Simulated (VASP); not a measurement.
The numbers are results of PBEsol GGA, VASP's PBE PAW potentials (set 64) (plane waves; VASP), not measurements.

The input files of a VASP run:

File KPOINTS:
```
Automatic mesh
0
Gamma
16 16 16
0 0 0
```

POSCAR:
```
Mo
2.7243210
 -0.5787828466   0.5787828466   0.5744742894
  0.5787828466  -0.5787828466   0.5744742894
  0.5701657323   0.5701657323  -0.5744742894
Mo
1
Cartesian
  0.0000000000   0.0000000000   0.0000000000
```

### INCAR
```
! general
SYSTEM  = Mo
PREC    = Accurate
ENCUT   = 480   ! plane-wave cut-off (eV)
LREAL   = F
LASPH   = T   ! aspherical one-centre terms

! electronic loop
EDIFF   = 1E-7   ! SCF stop (eV)
NELM    = 100   ! most electronic steps
ALGO    = Normal   ! blocked Davidson
LMAXMIX = 4

! smearing
ISMEAR  = 1
SIGMA   = 0.1   ! width (eV)

! functional
GGA     = PS   ! PBEsol

! ions
ISIF    = 2   ! forces and stress, cell fixed

! output
LWAVE   = F
LCHARG  = F
```

POTCAR, in this order: Mo_sv (PBE.64 set). Program: vasp_std.

What VASP printed:

### OUTCAR
```
 ion  position               nearest neighbor table
   1  0.000  0.000  0.000-
  LATTYP: Found a face centered orthorhombic cell.
 ALAT       =     3.1301047414
 B/A-ratio  =     1.4036069606
 C/A-ratio  =     1.4248201641
 Subroutine PRICEL returns:
 Original cell was already a primitive cell.
 Subroutine GETGRP returns: Found  8 space group operations
The static configuration has the point symmetry D_2h.
The dynamic configuration has the point symmetry D_2h.
 Subroutine INISYM returns: Found  8 space group operations
 Subroutine IBZKPT returns following result:
 Found    621 irreducible k-points:

 Following reciprocal coordinates:
            Coordinates               Weight
  0.000000  0.000000  0.000000      1.000000
  0.062500 -0.000000  0.000000      8.000000
  0.125000 -0.000000  0.000000      8.000000
  0.187500  0.000000  0.000000      8.000000
  0.250000 -0.000000  0.000000      8.000000
  0.312500  0.000000 -0.000000      8.000000
  0.375000  0.000000  0.000000      8.000000
  0.437500  0.000000  0.000000      8.000000
  0.500000 -0.000000  0.000000      4.000000
  0.062500  0.062500 -0.000000      4.000000
  0.125000  0.062500 -0.000000      8.000000
  0.187500  0.062500  0.000000      8.000000
  0.250000  0.062500  0.000000      8.000000
  0.312500  0.062500  0.000000      8.000000
  0.375000  0.062500  0.000000      8.000000
  0.437500  0.062500 -0.000000      8.000000
  0.500000  0.062500  0.000000      8.000000
 -0.437500  0.062500  0.000000      8.000000
 -0.375000  0.062500  0.000000      8.000000
 -0.312500  0.062500  0.000000      8.000000
 -0.250000  0.062500  0.000000      8.000000
 -0.187500  0.062500  0.000000      8.000000
 -0.125000  0.062500  0.000000      8.000000
 -0.062500  0.062500  0.000000      2.000000
  0.125000  0.125000 -0.000000      4.000000
  0.187500  0.125000  0.000000      8.000000
  0.250000  0.125000 -0.000000      8.000000
  0.312500  0.125000 -0.000000      8.000000
  0.375000  0.125000  0.000000      8.000000
  0.437500  0.125000  0.000000      8.000000
  0.500000  0.125000  0.000000      8.000000
 -0.437500  0.125000  0.000000      8.000000
 -0.375000  0.125000  0.000000      8.000000
 -0.312500  0.125000  0.000000      8.000000
 -0.250000  0.125000  0.000000      8.000000
 -0.187500  0.125000  0.000000      8.000000
 -0.125000  0.125000  0.000000      2.000000
  0.187500  0.187500  0.000000      4.000000
  0.250000  0.187500  0.000000      8.000000
  0.312500  0.187500  0.000000      8.000000
   k-points           NKPTS =    621   k-points in BZ     NKDIM =    621   number of bands    NBANDS=     11
   number of dos      NEDOS =    301   number of ions     NIONS =      1
   total plane-waves  NPLWV =   8000
   dimension x,y,z NGX =    20 NGY =   20 NGZ =   20
   dimension x,y,z NGXF=    40 NGYF=   40 NGZF=   40
   ions per type =               1
   PREC   = accura    normal or accurate (medium, high low for compatibility)
   ISTART =      0    job   : 0-new  1-cont  2-samecut
   ICHARG =      2    charge: 1-file 2-atom 10-const
   ISPIN  =      1    spin polarized calculation?
   LNONCOLLINEAR =      F non collinear calculations
   LSORBIT =      F    spin-orbit coupling
   INIWAV =      1    electr: 0-lowe 1-rand  2-diag
   ENCUT  =  480.0 eV  35.28 Ry    5.94 a.u.   4.87  4.87  4.82*2*pi/ulx,y,z
   NELM   =    100;   NELMIN=  2; NELMDL= -5     # of ELM steps
   EDIFF  = 0.1E-06   stopping-criterion for ELM
   LREAL  =      F    real-space projection
   NLSPLINE    = F    spline interpolate recip. space projectors
...
```

OSZICAR:
```
       N       E                     dE             d eps       ncg     rms          rms(c)
DAV:   1     0.834624091259E+02    0.83462E+02   -0.79913E+03 13876   0.123E+03
DAV:   2    -0.113226686625E+02   -0.94785E+02   -0.91686E+02 14796   0.330E+02
DAV:   3    -0.125304980521E+02   -0.12078E+01   -0.11971E+01 15964   0.371E+01
DAV:   4    -0.125337312251E+02   -0.32332E-02   -0.32323E-02 14889   0.220E+00
DAV:   5    -0.125337468812E+02   -0.15656E-04   -0.15657E-04 15927   0.152E-01    0.166E+01
DAV:   6    -0.118802876982E+02    0.65346E+00   -0.11252E+00 14835   0.128E+01    0.451E+00
DAV:   7    -0.117876825951E+02    0.92605E-01   -0.22346E-01 16175   0.526E+00    0.944E-01
DAV:   8    -0.117818361402E+02    0.58465E-02   -0.43606E-03 14316   0.930E-01    0.182E-01
DAV:   9    -0.117818263672E+02    0.97729E-05   -0.10319E-04 16307   0.134E-01    0.789E-02
DAV:  10    -0.117818326195E+02   -0.62522E-05   -0.81035E-06 14709   0.366E-02    0.644E-03
DAV:  11    -0.117818327190E+02   -0.99544E-07   -0.38376E-07 16259   0.682E-03
   1 F= -.11781833E+02 E0= -.11782001E+02  d E =0.503767E-03
```

File OUTCAR:
```
------------------------ aborting loop because EDIFF is reached ----------------------------------------
  FORCE on cell =-STRESS in cart. coord.  units (eV):
  Direction    XX          YY          ZZ          XY          YZ          ZX
  --------------------------------------------------------------------------------------
  Total        0.0249027      0.0249027      0.0329479      0.1727566      0.0000000      0.0000000
  in kB        2.6021607      2.6021607      3.4428362     18.0519076      0.0000000      0.0000000
  external PRESSURE =       2.8823859 kB  Pullay stress =       0.0000000 kB
  volume of cell :       15.33
      direct lattice vectors                 reciprocal lattice vectors
    -1.576790263  1.576790263  1.565052371     0.002396221  0.319496099  0.319478127
     1.576790263 -1.576790263  1.565052371     0.319496099  0.002396221  0.319478127
     1.553314478  1.553314478 -1.565052371     0.321892319  0.321892319  0.000000000
 POSITION                                       TOTAL-FORCE (eV/Angst)
 -----------------------------------------------------------------------------------
      0.00000      0.00000      0.00000        -0.000000      0.000000      0.000000
 -----------------------------------------------------------------------------------
    total drift:                               -0.000000     -0.000000      0.000000
  FREE ENERGIE OF THE ION-ELECTRON SYSTEM (eV)
  ---------------------------------------------------
  free  energy   TOTEN  =       -11.7818327190 eV

  energy  without entropy=      -11.7823364862  energy(sigma->0) =      -11.78200064
```
(Selected blocks of OUTCAR.)

**OUTCAR**
```
 val. band max:       12.7682605542   @ k =  -0.0625   0.1875   0.0625

 cond. band min:      12.7911535214   @ k =   0.4375   0.4375   0.0000


 Fermi energy:        12.7871754383

 k-point     1 :       0.0000    0.0000    0.0000
  band No.  band energies     occupation
      1     -48.4106      2.00000
      2     -21.6750      2.00000
      3     -21.6512      2.00000
      4     -21.6285      2.00000
      5       5.4294      2.00000
      6      11.2563      2.00000
      7      11.3728      2.00000
      8      11.5014      2.00000
      9      14.4654     -0.00000
     10      14.4720     -0.00000
     11      27.4811      0.00000

 k-point     2 :       0.0625   -0.0000    0.0000
  band No.  band energies     occupation
      1     -48.3999      2.00000
      2     -21.7179      2.00000
      3     -21.6761      2.00000
      4     -21.6414      2.00000
      5       5.6069      2.00000
      6      11.2202      2.00000
      7      11.3799      2.00000
      8      11.5794      2.00000
      9      14.3165     -0.00000
     10      14.4723     -0.00000
     11      27.6989      0.00000

 k-point     3 :       0.1250   -0.0000    0.0000
  band No.  band energies     occupation
      1     -48.3692      2.00000
      2     -21.8862      2.00000
      3     -21.7273      2.00000
      4     -21.6493      2.00000
      5       6.1048      2.00000
      6      10.9845      2.00000
      7      11.2910      2.00000
      8      12.0432      2.00000
      9      14.0158     -0.00000
     10      14.4870     -0.00000
     11      28.0378      0.00000

 k-point     4 :       0.1875    0.0000    0.0000
  band No.  band energies     occupation
      1     -48.3229      2.00000
      2     -22.1386      2.00000
      3     -21.8049      2.00000
      4     -21.6533      2.00000
      5       6.8003      2.00000
      6      10.6141      2.00000
      7      11.1441      2.00000
      8      12.8295      0.34957
      9      13.8484     -0.00000
...
```

The compound is Mo in the bcc structure. This cell was strained or had an atom moved on purpose.
